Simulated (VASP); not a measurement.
Output of a VASP run:

**OSZICAR**
```
...
   1 F= -.22903636E+02 E0= -.22903636E+02  d E =-.229036E+02
       N       E                     dE             d eps       ncg     rms          rms(c)
DAV:   1    -0.229039883355E+02   -0.35264E-03   -0.33621E+00  1720   0.114E+01    0.481E-01
DAV:   2    -0.229138820014E+02   -0.98937E-02   -0.11238E-01  2112   0.298E+00    0.198E-01
DAV:   3    -0.229134493180E+02    0.43268E-03   -0.15282E-03  1800   0.425E-01    0.125E-01
DAV:   4    -0.229132193245E+02    0.22999E-03   -0.43514E-04  2080   0.364E-01    0.232E-02
DAV:   5    -0.229132269135E+02   -0.75890E-05   -0.14090E-04  1776   0.122E-01    0.990E-03
DAV:   6    -0.229132261741E+02    0.73942E-06   -0.12568E-05  2008   0.508E-02    0.458E-03
DAV:   7    -0.229132264734E+02   -0.29929E-06   -0.18752E-06  2208   0.145E-02    0.230E-03
DAV:   8    -0.229132264388E+02    0.34611E-07   -0.26625E-07  1336   0.535E-03
   2 F= -.22913226E+02 E0= -.22913226E+02  d E =-.959076E-02
       N       E                     dE             d eps       ncg     rms          rms(c)
DAV:   1    -0.229125615533E+02    0.66492E-03   -0.64737E-01  1712   0.501E+00    0.206E-01
DAV:   2    -0.229143925731E+02   -0.18310E-02   -0.20930E-02  2120   0.132E+00    0.857E-02
DAV:   3    -0.229143087686E+02    0.83804E-04   -0.27446E-04  1776   0.187E-01    0.533E-02
DAV:   4    -0.229142681829E+02    0.40586E-04   -0.78184E-05  2072   0.154E-01    0.104E-02
DAV:   5    -0.229142693650E+02   -0.11821E-05   -0.27521E-05  1752   0.542E-02    0.459E-03
DAV:   6    -0.229142689008E+02    0.46419E-06   -0.25083E-06  2056   0.224E-02    0.213E-03
DAV:   7    -0.229142689832E+02   -0.82368E-07   -0.33061E-07  1392   0.644E-03
   3 F= -.22914269E+02 E0= -.22914269E+02  d E =-.106333E-01
       N       E                     dE             d eps       ncg     rms          rms(c)
DAV:   1    -0.229237199943E+02   -0.94511E-02   -0.40597E-01  1512   0.539E+00    0.543E-01
DAV:   2    -0.229191603609E+02    0.45596E-02   -0.16532E-02  1920   0.181E+00    0.332E-01
DAV:   3    -0.229164818718E+02    0.26785E-02   -0.30025E-03  2008   0.760E-01    0.715E-02
DAV:   4    -0.229164300155E+02    0.51856E-04   -0.60047E-04  2088   0.217E-01    0.239E-02
DAV:   5    -0.229164276662E+02    0.23492E-05   -0.91129E-05  1712   0.795E-02    0.521E-03
DAV:   6    -0.229164269013E+02    0.76488E-06   -0.87796E-06  1768   0.241E-02    0.264E-03
DAV:   7    -0.229164270190E+02   -0.11765E-06   -0.67484E-07  1744   0.921E-03    0.106E-03
DAV:   8    -0.229164269940E+02    0.25026E-07   -0.10867E-07  1088   0.311E-03
   4 F= -.22916427E+02 E0= -.22916427E+02  d E =-.215801E-02
       N       E                     dE             d eps       ncg     rms          rms(c)
DAV:   1    -0.229357869346E+02   -0.19360E-01   -0.10047E+00  1512   0.848E+00    0.854E-01
DAV:   2    -0.229244602649E+02    0.11327E-01   -0.40464E-02  1888   0.275E+00    0.522E-01
DAV:   3    -0.229178142722E+02    0.66460E-02   -0.77698E-03  2040   0.115E+00    0.109E-01
DAV:   4    -0.229176956117E+02    0.11866E-03   -0.13486E-03  2048   0.331E-01    0.367E-02
DAV:   5    -0.229176893704E+02    0.62413E-05   -0.17970E-04  1664   0.118E-01    0.633E-03
DAV:   6    -0.229176887466E+02    0.62383E-06   -0.13641E-05  1824   0.356E-02    0.391E-03
DAV:   7    -0.229176889579E+02   -0.21134E-06   -0.12050E-06  1960   0.941E-03    0.154E-03
DAV:   8    -0.229176889124E+02    0.45536E-07   -0.27475E-07  1312   0.372E-03
   5 F= -.22917689E+02 E0= -.22917689E+02  d E =-.341993E-02
```

File OUTCAR:
```
------------------------ aborting loop because EDIFF is reached ----------------------------------------
  FORCE on cell =-STRESS in cart. coord.  units (eV):
  Direction    XX          YY          ZZ          XY          YZ          ZX
  --------------------------------------------------------------------------------------
  Total       -0.2498640     -0.2498640     -0.2556524      0.0000000      0.0000000      0.0000000
  in kB       -5.1898272     -5.1898272     -5.3100553      0.0000000      0.0000000      0.0000000
  external PRESSURE =      -5.2299032 kB  Pullay stress =       0.0000000 kB
  volume of cell :       77.14
      direct lattice vectors                 reciprocal lattice vectors
     3.873115437  0.000000000  0.000000000     0.258190084  0.000000000  0.000000000
     0.000000000  3.873115437 -0.000000000     0.000000000  0.258190084  0.000000000
     0.000000000 -0.000000000  5.142100301     0.000000000  0.000000000  0.194473064
 POSITION                                       TOTAL-FORCE (eV/Angst)
 -----------------------------------------------------------------------------------
      1.93656     -0.00000      3.97895         0.000000     -0.000000      0.000363
      0.00000      1.93656      1.16315        -0.000000      0.000000     -0.000363
      1.93656      1.93656      0.00000        -0.000000      0.000000      0.000000
      0.00000     -0.00000      0.00000        -0.000000     -0.000000      0.000000
 -----------------------------------------------------------------------------------
    total drift:                                0.000000      0.000000     -0.000000
  FREE ENERGIE OF THE ION-ELECTRON SYSTEM (eV)
  ---------------------------------------------------
  free  energy   TOTEN  =       -22.9176889124 eV

  energy  without entropy=      -22.9176889124  energy(sigma->0) =      -22.91768891

 reached required accuracy - stopping structural energy minimisation
```
(Selected blocks of OUTCAR.)

**POSCAR**
```
SnO
1
    3.9064052907     0.0000000000     0.0000000000
    0.0000000000     3.9064052907     0.0000000000
    0.0000000000     0.0000000000     5.0548331747
Sn O
2 2
Direct
  0.5000000000   0.0000000000   0.7680135449
  0.0000000000   0.5000000000   0.2319864551
  0.5000000000   0.5000000000   0.0000000000
  1.0000000000   1.0000000000   0.0000000000
```

Task: Reconstruct the remaining input files.

Result: One answer among several that fit: the input of the run itself, PW91 GGA, plane waves, VASP's PBE PAW potentials (set 64).

**INCAR**
```
# general
SYSTEM  = SnO
PREC    = Accurate
ENCUT   = 520   # plane-wave cut-off (eV)
LREAL   = .FALSE.   # projection in real space or not
LASPH   = .TRUE.

# electronic loop
EDIFF   = 1E-7   # SCF stop (eV)
NELM    = 100   # most electronic steps
ALGO    = Normal
LMAXMIX = 4   # l cut-off of mixed one-centre charges

# smearing
ISMEAR  = 0   # Gaussian
SIGMA   = 0.05   # width (eV)

# functional
GGA     = 91

# ions
IBRION  = 2   # conjugate gradients
NSW     = 30   # most ionic steps
ISIF    = 4   # ions and shape, fixed volume
EDIFFG  = -0.01

# output
LWAVE   = .FALSE.
LCHARG  = .FALSE.
```

KPOINTS:
```
Automatic mesh
0
Gamma
6 6 5
0 0 0
```

POTCAR, in this order: Sn_d O (PBE.64 set). Program: vasp_std.

Without a dispersion term in the relaxation, distances and binding between the weakly bound layers, chains or molecules are unreliable, and so is what depends on them.

The compound is SnO in the litharge structure. This cell is one point of a volume scan, at 1.03 of the reference volume. Symmetry was kept, so distortions that lower it aren't found.
